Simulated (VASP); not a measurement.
Method: revTPSS meta-GGA, VASP's PBE PAW potentials (set 64) (plane waves; VASP 6.6.1).

VASP input:

**POSCAR**
```
GaN
1
    1.5668076759    -2.7137904627     0.0000000000
    1.5668076759     2.7137904627     0.0000000000
    0.0000000000     0.0000000000     5.0990250356
Ga N
2 2
Direct
  0.6666670000   0.3333330000   0.5000812930
  0.3333330000   0.6666670000   0.0000812930
  0.6666670000   0.3333330000   0.8769187070
  0.3333330000   0.6666670000   0.3769187070
```

KPOINTS:
```
kpoints
0
gamma
 8 8 4
```

### INCAR
```
ALGO = Normal
EDIFF = 1E-7
EDIFFG = -0.01
ENCUT = 520
IBRION = 2
ISIF = 4
ISMEAR = 0
LASPH = .TRUE.
LCHARG = .FALSE.
LMAXMIX = 4
LMIXTAU = .TRUE.
LREAL = .FALSE.
LWAVE = .FALSE.
METAGGA = RTPSS
NELM = 100
NSW = 30
PREC = Accurate
SIGMA = 0.05
SYSTEM = GaN
```

POTCAR, in this order: Ga_d N (PBE.64 set). Program: vasp_std.

What VASP printed:

File OSZICAR:
```
       N       E                     dE             d eps       ncg     rms          rms(c)
DAV:   1     0.281470203265E+03    0.28147E+03   -0.18326E+04  1374   0.306E+03
DAV:   2     0.175476997358E+02   -0.26392E+03   -0.25520E+03  1460   0.532E+02
DAV:   3    -0.130258743144E+02   -0.30574E+02   -0.30366E+02  1500   0.151E+02
DAV:   4    -0.139868163205E+02   -0.96094E+00   -0.95839E+00  1686   0.290E+01
DAV:   5    -0.140066743334E+02   -0.19858E-01   -0.19821E-01  1500   0.369E+00    0.980E+00
DAV:   6    -0.164625835381E+02   -0.24559E+01   -0.11921E+01  2344   0.545E+01    0.500E+00
DAV:   7    -0.153989762129E+02    0.10636E+01   -0.24448E+00  2088   0.224E+01    0.196E+00
DAV:   8    -0.154110589517E+02   -0.12083E-01   -0.14121E+00  1616   0.905E+00    0.135E+00
DAV:   9    -0.149638370605E+02    0.44722E+00   -0.60697E-01  1366   0.885E+00    0.357E-01
DAV:  10    -0.154801736546E+02   -0.51634E+00   -0.26985E-01  1392   0.536E+00    0.335E-01
DAV:  11    -0.154630294888E+02    0.17144E-01   -0.33041E-02  1594   0.223E+00    0.984E-02
DAV:  12    -0.154964746843E+02   -0.33445E-01   -0.55165E-03  1532   0.821E-01    0.516E-02
DAV:  13    -0.155024790384E+02   -0.60044E-02   -0.37937E-03  1490   0.576E-01    0.312E-02
DAV:  14    -0.155023257915E+02    0.15325E-03   -0.18243E-04  2056   0.180E-01    0.227E-02
DAV:  15    -0.155025375191E+02   -0.21173E-03   -0.20184E-04  1762   0.160E-01    0.109E-02
DAV:  16    -0.155025633894E+02   -0.25870E-04   -0.22460E-05  1786   0.482E-02    0.763E-03
DAV:  17    -0.155025651768E+02   -0.17874E-05   -0.68538E-06  1720   0.309E-02    0.243E-03
DAV:  18    -0.155025646084E+02    0.56834E-06   -0.15905E-06  1742   0.138E-02    0.623E-04
DAV:  19    -0.155025642932E+02    0.31518E-06   -0.10627E-07   940   0.427E-03    0.251E-04
DAV:  20    -0.155025637622E+02    0.53104E-06   -0.19843E-08   762   0.237E-03    0.318E-04
DAV:  21    -0.155025638652E+02   -0.10301E-06   -0.14400E-08   690   0.148E-03    0.957E-05
DAV:  22    -0.155025637830E+02    0.82163E-07   -0.47313E-09   678   0.111E-03
   1 F= -.15502564E+02 E0= -.15502564E+02  d E =-.155026E+02
       N       E                     dE             d eps       ncg     rms          rms(c)
DAV:   1    -0.155025471425E+02    0.16723E-04   -0.36628E-03  1320   0.477E-01    0.747E-03
DAV:   2    -0.155025696397E+02   -0.22497E-04   -0.12413E-04  1484   0.104E-01    0.454E-03
DAV:   3    -0.155025709920E+02   -0.13523E-05   -0.49577E-06  1746   0.211E-02    0.297E-03
DAV:   4    -0.155025703169E+02    0.67508E-06   -0.77707E-07  1410   0.947E-03    0.504E-04
DAV:   5    -0.155025706651E+02   -0.34823E-06   -0.28476E-07  1146   0.587E-03    0.400E-04
DAV:   6    -0.155025706533E+02    0.11765E-07   -0.70663E-08   852   0.319E-03
   2 F= -.15502571E+02 E0= -.15502571E+02  d E =-.687031E-05
```

**OUTCAR**
```
------------------------ aborting loop because EDIFF is reached ----------------------------------------
  FORCE on cell =-STRESS in cart. coord.  units (eV):
  Direction    XX          YY          ZZ          XY          YZ          ZX
  --------------------------------------------------------------------------------------
  Total        3.6736956      3.6736955      3.7208970      0.0000000      0.0000000      0.0000000
  in kB      135.7389893    135.7389852    137.4830295      0.0000000      0.0000000      0.0000000
  external PRESSURE =     136.3203347 kB  Pullay stress =       0.0000000 kB
  volume of cell :       43.36
      direct lattice vectors                 reciprocal lattice vectors
     1.566782351 -2.713746596  0.000000000     0.319125372 -0.184247122  0.000000000
     1.566782351  2.713746596 -0.000000000     0.319125372  0.184247122  0.000000000
     0.000000000  0.000000000  5.099189878     0.000000000  0.000000000  0.196109583
  FREE ENERGIE OF THE ION-ELECTRON SYSTEM (eV)
  ---------------------------------------------------
  free  energy   TOTEN  =       -15.5025706533 eV

  energy  without entropy=      -15.5025706533  energy(sigma->0) =      -15.50257065

 reached required accuracy - stopping structural energy minimisation
```
(Selected blocks of OUTCAR.)

File CONTCAR:
```
GaN
   1.00000000000000
     1.5667823514359733   -2.7137465960934466    0.0000000000000000
     1.5667823514359733    2.7137465960934466   -0.0000000000000000
     0.0000000000000000    0.0000000000000000    5.0991898779586204
  Ga              N
     2     2
Direct
     0.6666669999999968    0.3333330000000032    0.5001767391861953
     0.3333330000000032    0.6666669999999968    0.0001767391861953
     0.6666669999999968    0.3333330000000032    0.8768232608138071
     0.3333330000000032    0.6666669999999968    0.3768232608138071
```

The compound is GaN in the wurtzite structure. This cell is one point of a volume scan, at 0.94 of the reference volume. Symmetry was kept, so distortions that lower it aren't found.
